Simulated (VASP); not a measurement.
OSZICAR of a VASP run on La (dhcp):

**OSZICAR**
```
       N       E                     dE             d eps       ncg     rms          rms(c)
DAV:   1     0.538443118851E+03    0.53844E+03   -0.12819E+04   840   0.184E+03
DAV:   2     0.920893610525E+02   -0.44635E+03   -0.44140E+03  1256   0.441E+02
DAV:   3    -0.609621298788E+01   -0.98186E+02   -0.97198E+02  1492   0.265E+02
DAV:   4    -0.176462583736E+02   -0.11550E+02   -0.11331E+02  1544   0.851E+01
DAV:   5    -0.193496518136E+02   -0.17034E+01   -0.16500E+01  1656   0.298E+01    0.483E+00
DAV:   6    -0.195406045106E+02   -0.19095E+00   -0.21843E+00  1600   0.103E+01    0.246E+00
DAV:   7    -0.195653751977E+02   -0.24771E-01   -0.31937E-01  1608   0.388E+00    0.605E-01
DAV:   8    -0.195746500284E+02   -0.92748E-02   -0.56434E-02  1656   0.146E+00    0.225E-01
DAV:   9    -0.195770387009E+02   -0.23887E-02   -0.12209E-02  1576   0.519E-01    0.171E-01
DAV:  10    -0.195788481348E+02   -0.18094E-02   -0.82416E-03  1392   0.541E-01    0.395E-02
DAV:  11    -0.195788997051E+02   -0.51570E-04   -0.81276E-04  1616   0.211E-01    0.321E-02
DAV:  12    -0.195789104919E+02   -0.10787E-04   -0.14971E-04  1344   0.560E-02    0.170E-02
DAV:  13    -0.195789117866E+02   -0.12947E-05   -0.46350E-05  1336   0.465E-02    0.469E-03
DAV:  14    -0.195789104001E+02    0.13865E-05   -0.69252E-06  1016   0.210E-02    0.153E-03
DAV:  15    -0.195789100842E+02    0.31582E-06   -0.12219E-06   872   0.129E-02
   1 F= -.19578910E+02 E0= -.19578555E+02  d E =-.106670E-02
```

Task: Which electronic solver shows in the log?

Result: It is blocked Davidson (ALGO = Normal, or the opening steps of other solvers). The INCAR had ALGO = Normal.

Task: Can the final energy be trusted as converged?

Result: Self-consistency was reached. It stopped with EDIFF = 1E-6, NELM = 100 (PBE GGA, plane waves, VASP's PBE PAW potentials (set 64)).

The compound is La in the dhcp structure. The cell was not relaxed at this level.
